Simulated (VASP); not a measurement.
## How biaxial strain in the (111) plane changes Cu

How do stress and energy of Cu follow biaxial strain in the (111) plane?

Program: VASP 6.6.1. Level of theory: r2SCAN; plane waves and PAW (Cu), in the first sound run; inputs show where later runs differ. Results are calculated unless marked as measured.

### Step 1. The starting structure

It takes space group Fm-3m (No. 225, cubic). Conventional cell: a = 3.610 Å, b = 3.610 Å, c = 3.610 Å, α = 90.00°, β = 90.00°, γ = 90.00°. Nearest to Cu lie 12 Cu at 2.55 Å.

As a file:

```
Cu
1.0
     0.00000    1.80500    1.80500
     1.80500    0.00000    1.80500
     1.80500    1.80500    0.00000
Cu
1
Direct
  0.00000 0.00000 0.00000
```

### Step 2. Relax the crystal, r2SCAN

The series starts from the cell that this level prefers, so that zero strain is near zero stress.

This step took 2 runs in a row; the last is shown.

Level: r2SCAN; plane waves and PAW (Cu).

INCAR reads:

```
SYSTEM = Cu
PREC = Accurate
ENCUT = 450
EDIFF = 1E-07
NELM = 120
ISMEAR = 1
SIGMA = 0.15
LREAL = .FALSE.
ALGO = Normal
METAGGA = R2SCAN
LASPH = .TRUE.
NBANDS = 11
LORBIT = 11
LWAVE = .FALSE.
LCHARG = .FALSE.
KPAR = 8
IBRION = 2
NSW = 40
ISIF = 3
EDIFFG = -0.005
POTIM = 0.4
```

POSCAR reads:

```
Cu
1.0
    0.0000000000      1.7883977533      1.7883977533
    1.7883977533      0.0000000000      1.7883977533
    1.7883977533      1.7883977533      0.0000000000
Cu
1
Direct
    0.0000000000      0.0000000000      0.0000000000
```

KPOINTS reads:

```
Automatic mesh
0
Gamma
28 28 28
0 0 0
```

The projector-augmented-wave data sets are Cu (PBE family, release 64).

On the command line:

```bash
$ mpirun -np 8 vasp_std
```

What it wrote:

```text
[banner, memory and clock lines left out]
running    8 mpi-ranks, on    1 nodes
[...]
|                                                                             |
|           W    W    AA    RRRRR   N    N  II  N    N   GGGG   !!!           |
|           W    W   A  A   R    R  NN   N  II  NN   N  G    G  !!!           |
|           W    W  A    A  R    R  N N  N  II  N N  N  G       !!!           |
|           W WW W  AAAAAA  RRRRR   N  N N  II  N  N N  G  GGG   !            |
|           WW  WW  A    A  R   R   N   NN  II  N   NN  G    G                |
|           W    W  A    A  R    R  N    N  II  N    N   GGGG   !!!           |
|                                                                             |
|     For optimal performance we recommend to set                             |
|       NCORE = 2 up to number-of-cores-per-socket                            |
|     NCORE specifies how many cores store one orbital (NPAR=cpu/NCORE).      |
|     This setting can greatly improve the performance of VASP for DFT.       |
[...]
|     You enforced a specific xc type in the INCAR file but a different       |
|     [... a line on the potential file left out ...]
|     I HOPE YOU KNOW WHAT YOU ARE DOING!                                     |
|                                                                             |

 LDA part: xc-table for (None), standard interpolation
 POSCAR, INCAR and KPOINTS ok, starting setup
[...]
entering main loop
       N       E                     dE             d eps       ncg     rms          rms(c)
DAV:   1     0.305628344390E+02    0.30563E+02   -0.51466E+03 15011   0.154E+03
DAV:   2    -0.123105589368E+02   -0.42873E+02   -0.39768E+02 14017   0.198E+02
DAV:   3    -0.133613292202E+02   -0.10508E+01   -0.10459E+01 15730   0.388E+01
DAV:   4    -0.133688208185E+02   -0.74916E-02   -0.74907E-02 15145   0.285E+00
[...]
DAV:  14    -0.108268805766E+02    0.79685E-06   -0.77095E-07 14330   0.170E-02    0.601E-04
DAV:  15    -0.108268803990E+02    0.17753E-06   -0.10204E-08  8235   0.205E-03    0.233E-04
DAV:  16    -0.108268803381E+02    0.60951E-07   -0.76000E-09  7332   0.148E-03
   1 F= -.10826880E+02 E0= -.10827000E+02  d E =-.108269E+02
[...]
reached required accuracy - stopping structural energy minimisation
```

The job ended after 40 s (8 MPI ranks of Intel Xeon 6975P-C (Granite Rapids), shared host; peak memory 1.3 GiB; 4.9 min of CPU time).

Lines that name or quote the potential files are left out of all logs, and their timing lines are given in words.

Parts of OUTCAR (step 2):

```text
  Total       -0.0025113     -0.0025113     -0.0025113      0.0000000      0.0000000      0.0000000
  in kB       -0.3517104     -0.3517104     -0.3517104      0.0000000      0.0000000      0.0000000
  external PRESSURE =      -0.3517104 kB  Pullay stress =       0.0000000 kB

 POSITION                                       TOTAL-FORCE (eV/Angst)
 -----------------------------------------------------------------------------------
      0.00000      0.00000      0.00000        -0.000000     -0.000000     -0.000000
 -----------------------------------------------------------------------------------
    total drift:                                0.000000     -0.000000      0.000000

  FREE ENERGIE OF THE ION-ELECTRON SYSTEM (eV)
  ---------------------------------------------------
  free  energy   TOTEN  =       -10.8268803381 eV

  energy  without entropy=      -10.8272404291  energy(sigma->0) =      -10.82700037

 reached required accuracy - stopping structural energy minimisation

[... 3 further parts left out ...]
[key lines of the parts left out:]
E-fermi :   7.8088
```

This run gave:

```
energy(sigma→0) of the program : -10.8270 eV
stress, compression positive   : -0.04 along [111], -0.04 across it (mean), GPa
volume                         : 11.440 Å³
ionic steps                    : 1
```

### Step 3. Strain along the normal, r2SCAN

One member in full: the plane is strained by -1.5 %, and the strain along the normal is moved by secant steps until the normal stress is under 0.012 GPa or five steps are spent; the atoms relax at each step.

This step took 3 runs, each at a new trial strain with the atoms of the one before; the last is shown.

Level: r2SCAN; plane waves and PAW (Cu).

Edit INCAR of step 2 so:

```diff
@@ -15,7 +15,7 @@
 LCHARG = .FALSE.
-KPAR = 8
-IBRION = 2
-NSW = 40
-ISIF = 3
-EDIFFG = -0.005
-POTIM = 0.4
+KPAR = 2
+IBRION = 1
+NSW = 25
+ISIF = 2
+EDIFFG = -0.004
+POTIM = 0.3
```

POSCAR reads:

```
Cu
1.0
    0.0287766910      1.7903484780      1.7903484780
    1.7903484780      0.0287766910      1.7903484780
    1.7903484780      1.7903484780      0.0287766910
Cu
1
Direct
    0.0000000000      0.0000000000      0.0000000000
```

KPOINTS is that of step 2.

On the command line:

```bash
$ mpirun -np 2 vasp_std
```

What it wrote:

```text
[banner, memory and clock lines left out]
running    2 mpi-ranks, on    1 nodes
[...]
[... a notice as in an earlier step ...]

 LDA part: xc-table for (None), standard interpolation
 POSCAR, INCAR and KPOINTS ok, starting setup
[...]
entering main loop
       N       E                     dE             d eps       ncg     rms          rms(c)
DAV:   1     0.305020551819E+02    0.30502E+02   -0.51531E+03 49528   0.156E+03
DAV:   2    -0.122943350665E+02   -0.42796E+02   -0.39750E+02 45970   0.199E+02
DAV:   3    -0.133417619301E+02   -0.10474E+01   -0.10426E+01 51113   0.390E+01
DAV:   4    -0.133491619234E+02   -0.74000E-02   -0.73990E-02 49903   0.285E+00
[...]
DAV:  13    -0.108197559393E+02   -0.49353E-06   -0.55542E-07 47011   0.859E-03    0.316E-03
DAV:  14    -0.108197550538E+02    0.88553E-06   -0.88014E-07 46350   0.185E-02    0.231E-04
DAV:  15    -0.108197549586E+02    0.95198E-07   -0.62613E-09 27229   0.103E-03
   1 F= -.10819755E+02 E0= -.10819829E+02  d E =-.108198E+02
 BRION: g(F)=  0.490E-62 g(S)=  0.000E+00
 reached required accuracy - stopping structural energy minimisation
```

Elapsed: 3.1 min, on 2 MPI ranks; peak memory 0.6 GiB; 6.2 min of CPU time.

From OUTCAR (step 3):

```text
  Total        0.2596413      0.2596413      0.2596413     -0.1298445     -0.1298445     -0.1298445
  in kB       37.1398165     37.1398165     37.1398165    -18.5733268    -18.5733268    -18.5733268
  external PRESSURE =      37.1398165 kB  Pullay stress =       0.0000000 kB

 POSITION                                       TOTAL-FORCE (eV/Angst)
 -----------------------------------------------------------------------------------
      0.00000      0.00000      0.00000         0.000000     -0.000000      0.000000
 -----------------------------------------------------------------------------------
    total drift:                                0.000000      0.000000      0.000000

  FREE ENERGIE OF THE ION-ELECTRON SYSTEM (eV)
  ---------------------------------------------------
  free  energy   TOTEN  =       -10.8197549586 eV

  energy  without entropy=      -10.8199782104  energy(sigma->0) =      -10.81982938

[... 1 part as in an earlier step ...]

[... 3 further parts left out ...]
[key lines of the parts left out:]
E-fermi :   8.0856
```

Numbers from this step:

```
energy(sigma→0) of the program : -10.8198 eV
stress, compression positive   : 0.00 along [111], 5.57 across it (mean), GPa
ionic steps                    : 1
```

### Step 4. All members

The other members went through these steps as far as the tables show, with the same cutoff and, step by step, the same mesh; 25 runs are not shown. The session took 3.4 core hours (wall time by ranks) on a shared machine.

```csv
in-plane strain (%),strain along the normal (%),"in-plane stress, tension positive (GPa)","energy above the unstrained row, extrapolated to no smearing (meV/atom)"
-2.000,1.244,-7.632,12.314
-1.500,0.914,-5.571,7.165
-1.000,0.606,-3.639,3.413
-0.500,0.295,-1.761,1.054
0,-0.014,0.016,0.000
0.500,-0.327,1.666,0.188
1.000,-0.659,3.180,1.508
1.500,-0.993,?,?
2.000,-1.329,5.877,7.275
```

### Step 5. A fit to the known rows

Fitting a parabola to the 8 known rows (e: strain in %) gives stress = − 0.2210 e² + 3.386 e + 0.003811 in GPa; the residuals are 0.020 GPa r.m.s.

At e = 1.5 this predicts 4.585 GPa.

### Step 6. The withheld row

The calculation gives 4.576 GPa, so the prediction is 0.009 GPa too high, within twice the residual of the fit.

Slopes at zero strain, from cubics through all rows: strain ratio -0.626, stress over strain 341 GPa.

### Step 7. Summary of results

- error of the predicted stress: 0.009 GPa
- ratio of normal to in-plane strain: -0.626
- biaxial modulus: 341 GPa

What this shows: As a check, the curvature of the energy gives 345 GPa for the same modulus (energy per volume = M × strain²), 1 % from the slope of the stress; these energies are extrapolated to no smearing, while the stress belongs to the free energy, so part of the difference may come from that. The energy also has a linear term worth 0.60 GPa that the stress column lacks, a mark of the finite basis or of the smearing. These are static values: temperature and zero-point motion are left out. In a metal the slopes also depend on mesh and smearing, which were held through the series.

[Lines on the potential files, build, host, timing and source positions are cut from VASP's logs without a mark.]

[Logs are printed without paths, hosts, clocks, repeated set-up lines and the standing remarks that a program may print on its own settings, such as how far it seeks lower states.]

[Hosts, paths, dates, database ids (printed as entryN), source tags and the programs' standing remarks are cut or masked in the printed files.]

[In band tables of VASP the shares of atoms and orbitals are scaled to a sum of 1 inside the atoms' spheres.]
